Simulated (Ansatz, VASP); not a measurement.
# Cross-check of MnTeS between VASP and Ansatz, part 2 of 2

Wanted: the spread between two codes on one cell, functional and k mesh. The cell is invented: As first built, before any earlier steps moved the atoms (in the runner's words): it takes the TiTeS structure with some of its atoms replaced by other elements, volume scaled by an estimate. It may not be a known or stable phase. The cell is taken from a series of VASP runs on this material, whose earlier steps may have relaxed, scaled or displaced it; both programs get it as it stands. Other levels of theory on this material are compared in a session of their own.

VASP 6.6.1 and Ansatz 0.2.0.

So far. Step 2 (VASP: band structure, PBEsol, DFT+U): The run ends at a pressure of -0.03 GPa, with forces up to 0.0091 eV/Å.

## (3) Ansatz: band structure, PBEsol, DFT+U

Level of this step: Ansatz beside VASP: Kohn-Sham DFT, plane waves, PBEsol, DFT+U (Ansatz).

Ansatz runs on its default PAW (the set named soft_2) files.

The same cell, functional, mesh and smearing now go to Ansatz, which takes its cutoff from its data sets.

input.yaml

```yaml
crystal:
  lattice:
    - [3.7305807492, 1.67e-08, 0.0]
    - [-1.8652898446, 3.2307772556, 0.0]
    - [0.0, 0.0, 5.4074965999]
  atoms:
    - { symbol: Te, position: [0.0, 0.0, 0.7020784953], spin: -0.415 }
    - { symbol: Mn, position: [0.33333333, 0.66666667, 0.0408115017], spin: 4.291 }
    - { symbol: S, position: [0.66666667, 0.33333333, 0.257109003], spin: -0.202 }
hamiltonian:
  xc: pbesol
  pseudopotentials: { kind: paw }
  hubbard: { sites: [{ species: Mn, l: d, u_eff: 5.3 }] }
magnetization:
  spin_polarized: true
kpoints:
  mp_grid: { grid: [6, 6, 4] }
  band_path:
    path:
      - [0.0, 0.0, 0.0]
      - [0.13333, 0.0, 0.0]
      - [0.3, 0.0, 0.0]
      - [0.46667, 0.0, 0.0]
      - [0.46667, 0.06667, 0.0]
      - [0.41111, 0.17778, 0.0]
      - [0.35556, 0.28889, 0.0]
      - [0.28889, 0.28889, 0.0]
      - [0.17778, 0.17778, 0.0]
      - [0.06667, 0.06667, 0.0]
      - [0.0, 0.0, 0.03333]
      - [0.0, 0.0, 0.2]
      - [0.0, 0.0, 0.36667]
      - [0.0, 0.0, 0.5]
      - [0.16667, 0.0, 0.5]
      - [0.3, 0.0, 0.5]
      - [0.46667, 0.0, 0.5]
      - [0.46667, 0.06667, 0.5]
      - [0.41111, 0.17778, 0.5]
      - [0.35556, 0.28889, 0.5]
      - [0.28889, 0.28889, 0.5]
      - [0.17778, 0.17778, 0.5]
      - [0.06667, 0.06667, 0.5]
      - [0.5, 0.0, 0.46667]
      - [0.5, 0.0, 0.3]
      - [0.5, 0.0, 0.13333]
      - [0.33333, 0.33333, 0.0]
      - [0.33333, 0.33333, 0.16667]
      - [0.33333, 0.33333, 0.33333]
      - [0.33333, 0.33333, 0.5]
    npoints: 1
scf:
  occupations: { method: gaussian, width: 0.05 }
  n_extra_bands: 11
output:
  forces: true
  stress: true
  eigenvalues: true
```

Launch:

```
> ansatz run input.yaml --threads 2 --pin off --max-ram 4608MiB --backend cpu --events-out ev --progress --plain --runs-dir out
```

Numbers of over 12 decimals in the logs are rounded to 6 here.

Output:

```text
Warning: the atoms were moved onto the symmetric positions of the space group found under crystal.symmetry.tolerance 1.0e-5 (fractional; no operation is sought that the atoms, as they stand in a round, miss by more than twice it, and no atom is moved by as much as it), and the run uses the moved positions. Before a round's move an operation carried an atom to 3.73e-8 Å from where it should land, the largest such dist [...]
Te: projections on atomic orbitals take those of the free atom [Kr] 4d10 5s2 5p4, of charge +0.00 (hamiltonian.pseudopotentials.projection_atoms); the dataset's partial waves leave at most 7.8e-6 of an orbital's norm unspanned inside its sphere
Mn: projections on atomic orbitals take those of the free atom [Ne] 3s2 3p6 3d5 4s2, of charge +0.00 (hamiltonian.pseudopotentials.projection_atoms); the dataset's partial waves leave at most 9.0e-7 of an orbital's norm unspanned inside its sphere
S: projections on atomic orbitals take those of the free atom [Ne] 3s2 3p4, of charge +0.00 (hamiltonian.pseudopotentials.projection_atoms); the dataset's partial waves leave at most 1.6e-7 of an orbital's norm unspanned inside its sphere
scf.n_extra_bands = 11 over 19 filled bands (N_el = 37.0): the run solves 30 bands
Engine: ansatz 0.2.0, aarch64-unknown-linux-gnu
Pseudopotentials: kind: paw
Pseudopotential: Te, paw, valence charge 16, recommended cutoff 420 eV (normal), Te.paw.azcp
Pseudopotential: Mn, paw, valence charge 15, recommended cutoff 420 eV (normal), Mn.paw.azcp
Pseudopotential: S, paw, valence charge 6, recommended cutoff 420 eV (normal), S.paw.azcp
Functional definition: PBEsol
  exchange = pbesol_x
  correlation = pbesol_c
Crystal: 3 atoms, lattice volume = 65.175 Å³
Basis set: ecut = 420 eV, 1255 PW (Γ), exchange–correlation on 50×50×80 points (8 copies of the dense FFT grid, shifted against one another)
Bands: 30, of which v1, the nominal top of the filled ones, is band 19 counted from 1 (18 counted from 0)
Symmetry: 6 space group operations
Space group: P3m1 (ITA 156), of the structure as read, at distance tolerance 4.0e-5 Å
Magnetic group: BNS 156.49 (UNI 1279), of the structure as read, at distance tolerance 4.0e-5 Å
k-points: 24 of 144 (time reversal used)
Non-local potential: Te, projectors of the file, l = 0: 2, l = 1: 2, l = 2: 2, l = 3: 2
Non-local potential: Mn, projectors of the file, l = 0: 3, l = 1: 2, l = 2: 3, l = 3: 1
Non-local potential: S, projectors of the file, l = 0: 2, l = 1: 2, l = 2: 2
PAW form: soft (Blöchl's): semilocal exchange-correlation on the pseudo side does not see the compensation charge
PAW frozen core: Te, regenerated for the run's functional, and the local potential with it (the file was generated under x = pbe(κ = 0.804, μ = 0.219515), c = pbe(β = 0.066725))
PAW frozen core: Mn, regenerated for the run's functional, and the local potential with it (the file was generated under x = pbe(κ = 0.804, μ = 0.219515), c = pbe(β = 0.066725))
PAW frozen core: S, regenerated for the run's functional, and the local potential with it (the file was generated under x = pbe(κ = 0.804, μ = 0.219515), c = pbe(β = 0.066725))
PAW one-centre angular grid: Te, 590 points (default); XC on 64 Gauss nodes
PAW one-centre angular grid: Mn, 590 points (default); XC on 64 Gauss nodes
PAW one-centre angular grid: S, 110 points (default); XC on 64 Gauss nodes
Initial density: superposition of atomic densities (chi_scale 0.1, normalization cell, long waves kept (reshape's long-wave potential 0.06 eV rms))
Starting moments: Σ|m| = 4.908 μB on 3 of 3 sites
Initial wavefunctions: pseudopotential atomic-orbital guess
Functional: x = pbesol(κ = 0.804, μ = 0.123457), c = pbesol(β = 0.046)
SCF iter   1: F=—  HF=-11655.355546 eV  |F-HF|=—  |Δ(HF+E_count)|=         —  Δρ=7.04e-2 (↑5.42e-2 ↓7.04e-2)  dr2=1.52e1  dr2_m=1.83e-1  M=3.446 μB ∫|m|=4.270 μB  β_m=0.30  ethr=3.10e-3  ⟨swp⟩=6.1  Hψ=6531  notcnv=0  defer=20
preconditioner: auto → Resta (q_TF=auto, 2.483 Å⁻¹)  ε∞=3.7  [insulator: Δε(μ)=0.066 eV  Ē_g=12.128 eV  σ=0.050 eV  W_gap=0.63  n_scr=22 (ndim 8)  ℏωp=20.0 eV  f_vac=0.000  D(μ)=0.79/eV (n_scr^D=2)  ε∞_Penn≈3.7]
spin=Collinear: Resta preconditioning applied to the charge; magnetization (m = ρ↑ − ρ↓) channel mixes plain (no charge-response kernel on spin).
SCF iter   2: F=—  HF=-11653.676995 eV  |F-HF|=—  |Δ(HF+E_count)|=    1.68e0  Δρ=2.21e-2 (↑1.78e-2 ↓2.21e-2)  dr2=3.93e-1  dr2_m=1.42e-1  M=3.646 μB ∫|m|=4.998 μB  β_m=1.00  ethr=3.10e-3  ⟨swp⟩=3.0  Hψ=3328  notcnv=0  defer=244
preconditioner: auto → Kerker (q_TF=auto, 2.483 Å⁻¹)  [metal: Δε(μ)=0.028 eV  Ē_g=11.977 eV  σ=0.050 eV  W_gap=0.31  n_scr=22 (ndim 8)  ℏωp=20.0 eV  f_vac=0.000  D(μ)=1.83/eV (n_scr^D=8)]
spin=Collinear: Kerker preconditioning applied to the charge; magnetization (m = ρ↑ − ρ↓) channel mixes plain (no charge-response kernel on spin).
SCF iter   3: F=—  HF=-11653.803067 eV  |F-HF|=—  |Δ(HF+E_count)|=   1.26e-1  Δρ=8.61e-3 (↑7.53e-3 ↓8.61e-3)  dr2=2.19e-1  dr2_m=6.26e-3  M=3.541 μB ∫|m|=5.203 μB  β_m=1.00  ethr=1.06e-3  ⟨swp⟩=2.6  Hψ=2373  notcnv=0  defer=235
SCF iter   4: F=—  HF=-11653.829209 eV  |F-HF|=—  |Δ(HF+E_count)|=   2.61e-2  Δρ=5.44e-3 (↑5.44e-3 ↓2.01e-3)  dr2=2.82e-2  dr2_m=4.42e-3  M=3.529 μB ∫|m|=5.274 μB  β_m=0.30  ethr=5.92e-4  ⟨swp⟩=2.6  Hψ=2485  notcnv=0  defer=235
Mixer restart at iter 4: flushing history
spin-set hold released at iteration 4 (site moments contracting): the magnetisation degrees of freedom join the quasi-Newton model from the next iteration; the mixer history was flushed
SCF iter   5: F=—  HF=-11653.858848 eV  |F-HF|=—  |Δ(HF+E_count)|=   2.96e-2  Δρ=2.26e-3 (↑2.26e-3 ↓2.15e-3)  dr2=1.08e-2  dr2_m=1.58e-3  M=3.528 μB ∫|m|=5.288 μB  β_m=0.56  ethr=7.63e-5  ⟨swp⟩=2.2  Hψ=1925  notcnv=0  defer=232
SCF iter   6: F=—  HF=-11653.893743 eV  |F-HF|=—  |Δ(HF+E_count)|=   3.49e-2  Δρ=1.92e-3 (↑1.92e-3 ↓8.65e-4)  dr2=4.23e-3  dr2_m=6.44e-4  M=3.528 μB ∫|m|=5.316 μB  β_m=0.57  ethr=2.91e-5  ⟨swp⟩=2.0  Hψ=1774  notcnv=0  defer=232
SCF iter   7: F=—  HF=-11653.894405 eV  |F-HF|=—  |Δ(HF+E_count)|=   6.62e-4  Δρ=5.32e-4 (↑5.32e-4 ↓4.74e-4)  dr2=1.07e-3  dr2_m=6.28e-5  M=3.528 μB ∫|m|=5.327 μB  β_m=0.78  ethr=1.14e-5  ⟨swp⟩=2.2  Hψ=1984  notcnv=0  defer=232
SCF iter   8: F=—  HF=-11653.894415 eV  |F-HF|=—  |Δ(HF+E_count)|=   9.93e-6  Δρ=1.08e-4 (↑1.02e-4 ↓1.08e-4)  dr2=8.38e-5  dr2_m=1.01e-6  M=3.528 μB ∫|m|=5.332 μB  β_m=0.89  ethr=2.90e-6  ⟨swp⟩=2.0  Hψ=1436  notcnv=0  defer=232
SCF iter   9: F=—  HF=-11653.894414 eV  |F-HF|=—  |Δ(HF+E_count)|=   1.22e-6  Δρ=7.46e-5 (↑7.46e-5 ↓3.84e-5)  dr2=8.11e-6  dr2_m=5.35e-7  M=3.528 μB ∫|m|=5.333 μB  β_m=0.95  ethr=2.26e-7  ⟨swp⟩=2.2  Hψ=1694  notcnv=0  defer=232
SCF iter  10: F=—  HF=-11653.894414 eV  |F-HF|=—  |Δ(HF+E_count)|=   1.19e-8  Δρ=2.50e-5 (↑2.50e-5 ↓1.51e-5)  dr2=1.06e-6  dr2_m=2.74e-8  M=3.528 μB ∫|m|=5.333 μB  β_m=0.97  ethr=2.19e-8  ⟨swp⟩=2.1  Hψ=1876  notcnv=0  defer=232
SCF iter  11: F=—  HF=-11653.894414 eV  |F-HF|=—  |Δ(HF+E_count)|=   1.65e-7  Δρ=9.20e-6 (↑9.20e-6 ↓5.76e-6)  dr2=1.25e-7  dr2_m=3.64e-9  M=3.528 μB ∫|m|=5.333 μB  β_m=0.99  ethr=2.88e-9  ⟨swp⟩=2.8  Hψ=2113  notcnv=0  defer=232
iter 12 met the thresholds in force, and the SCF goes on: an eigenvalue changes by 0.69 meV, over its tolerance of 0.50 meV (output.eigenvalues, Limitations)
SCF iter  12: F=-11653.894414 eV  HF=-11653.894414 eV  |F-HF|=1.60e-8  |Δ(HF+E_count)|=   3.43e-9  Δρ=3.44e-6 (↑3.44e-6 ↓2.93e-6)  dr2=2.64e-8  dr2_m=1.80e-10  M=3.528 μB ∫|m|=5.333 μB  β_m=0.99  ethr=2.70e-10  ⟨swp⟩=10.9  Hψ=7448  notcnv=0
SCF iter  13: F=-11653.894414 eV  HF=-11653.894414 eV  |F-HF|=8.69e-10  |Δ(HF+E_count)|=   3.02e-9  Δρ=7.31e-7 (↑7.31e-7 ↓6.24e-7)  dr2=1.30e-9  dr2_m=2.61e-11  M=3.528 μB ∫|m|=5.333 μB  ethr=7.14e-11  ⟨swp⟩=1.8  Hψ=3863  notcnv=0
SCF 1 converged in 13 iterations: F = -11653.894414 eV  dr2 = 1.30e-9
  greatest PAW one-centre occupation: 1.002 electrons in one spin orbital (limit 2), on the Mn atom at site 1 (counted from 0), in its partial waves of l = 1
NSCF: frozen V_eff on 30 k-points
SCF converged after 13 iterations
an eigenvalue changed by more than its tolerance at an iteration that met the thresholds in force, so the SCF went on 1 time: the last check found none over its tolerance
Magnetization: 3.5277 μB (20.2638 up, 16.7362 down)
Absolute magnetization: 5.3346 μB (∫|ρ↑−ρ↓|, with the PAW one-centre terms)
Spin contamination: 0.9000 ħ² per cell (⟨S²⟩ above its minimum at these occupations)
Per-site moments (μB) at R_I (Å): [(-0.415465, 1.166303), (4.113980, 1.011013), (-0.219072, 1.011013)]
Free energy (F): -11653.894414 eV
Harris-Foulkes:  -11653.894414 eV  (|F-HF|=8.69e-10)
Internal energy: -11653.893780 eV  (E = F + TS)
E sigma→0 (E₀):  -11653.894097 eV
Entropy (-TS):   -0.000633 eV (-0.211 meV/atom)
Fermi energy:    9.658005 eV
--- Per-component energies (eV) ---
  E_band       = -556.744671
  E_kinetic    = 585.471299
  E_local      = -3765.854832  (includes V_loc(G=0)·N_el)
  E_nonlocal   = -27.987790
  E_hartree    = 1842.377585
  E_xc         = -329.880345
  E_vxc        = -333.293398  (∫ρ·V_xc dr)
  E_hubbard    = 1.353652  (on-site DFT+U / exact-exchange correction)
  E_vhub       = -11.418053  (the Hubbard potential's part of the band-sum identity)
  E_paw        = -6443.387192  (= ΣΔE_a)
  E_vpaw       = -688.418657  (= ΣTr[D̂ρ^β])
  E_aug_tail   = -0.000211  (compensation charges beyond the density's cutoff)
  E_ewald      = -3516.592361
  E_core_change = 0.606415  (= ΣΔE_core)
  E_smearing   = -0.000633  (= −TS)
  E_closure    = 0.000000  (closes the sum)
  Σ components = -11653.894414   (vs F -11653.894414, Δ=0.00e0)
--- Forces (eV/Å), atoms counted from 1 ---
  atom   1  Te    -0.00000000     0.00000000    -0.03814244
  atom   2  Mn     0.00000000    -0.00000000     0.00881573
  atom   3  S     -0.00000000     0.00000000     0.02931529
  max |Σ_I F_I| component: 1.14e-5 eV/Å
--- Stress (GPa, compression-positive) ---
        0.960987      -0.000000       0.000000
       -0.000000       0.960987      -0.000000
        0.000000      -0.000000       0.404867
  P = ⅓ Tr σ = 0.7756 GPa (7.756 kbar)
--- Band table (eV; the first three rows and the last of 48) ---
  k-point 0 ↑: bands = [... 15 lower, 4.1520, 5.4689, 9.5255, 9.5255, 11.0409, 11.0409, 11.2023, 13.5186, ... 7 higher]
  k-point 1 ↑: bands = [... 15 lower, 4.1464, 6.0378, 9.4055, 9.4055, 9.9191, 11.2639, 11.2639, 14.1008, ... 7 higher]
  k-point 2 ↑: bands = [... 15 lower, 4.1409, 7.3812, 8.1519, 9.3047, 9.3047, 11.4789, 11.4789, 14.7163, ... 7 higher]
  k-point 23 ↓: bands = [... 15 lower, 9.0459, 9.0809, 13.0096, 13.1596, 13.2373, 13.6562, 14.3808, 16.2437, ... 7 higher]
Occupation matrices written to <dir>
```

The job ended after 21 s (2 threads of Arm Neoverse N1, shared host; peak memory 0.43 GiB).

In the SCF lines HF is the Harris–Foulkes energy and dr2 the Hartree energy of the density residual, in eV; the loop may stop once dr2 is under the threshold and the program's other checks hold. Hψ counts applications of the Hamiltonian.

## (4) Comparison

Known differences besides the potentials themselves: U acts on the PAW sphere in VASP and on atomic orbitals in Ansatz, so only states and trends compare; the data sets hold 37 valence electrons in Ansatz (default PAW (the set named soft_2) files) and 25 in VASP; the cutoff is 420 eV in Ansatz and 400 eV in VASP; Ansatz makes its cores anew for this functional, VASP keeps those of its PBE data sets; site moments are counted in spheres of each program's own size. Total energies have different zeros and are not compared.

Compared:

| quantity | Ansatz | VASP | difference |
| --- | --- | --- | --- |
| pressure (GPa) | 0.78 | -0.03 | +0.80 |
| total moment (μB) | 3.53 | 3.52 | 0.00 |
| moment on Mn2 (μB) | 4.11 | 4.29 | -0.18 |
| moment on Te1 (μB) | -0.41 | -0.41 | 0.00 |
| moment on S3 (μB) | -0.22 | -0.20 | -0.02 |

At this near-relaxed geometry the largest component of a force difference is 47 meV/Å.

## (5) What came out

```yaml
difference_in_total_moment_band_structure_pbesol_dft_u: 0.0031 μB
r_m_s_force_difference_band_structure_pbesol_dft_u: 19 meV/Å
difference_in_pressure_band_structure_pbesol_dft_u: 0.80 GPa
```

What this shows: The r.m.s. force difference is 19 meV/Å (band structure, PBEsol, DFT+U). 3 further runs of this series are not shown here. How closely two codes agree says nothing of how well the functional describes the real material.

[Lines on the potential files, build, host, timing and source positions are cut from VASP's logs without a mark.]

[Logs are printed without paths, hosts, clocks, repeated set-up lines and the standing remarks that a program may print on its own settings, such as how far it seeks lower states.]

[Hosts, paths, dates, database ids (printed as entryN), source tags and the programs' standing remarks are cut or masked in the printed files.]
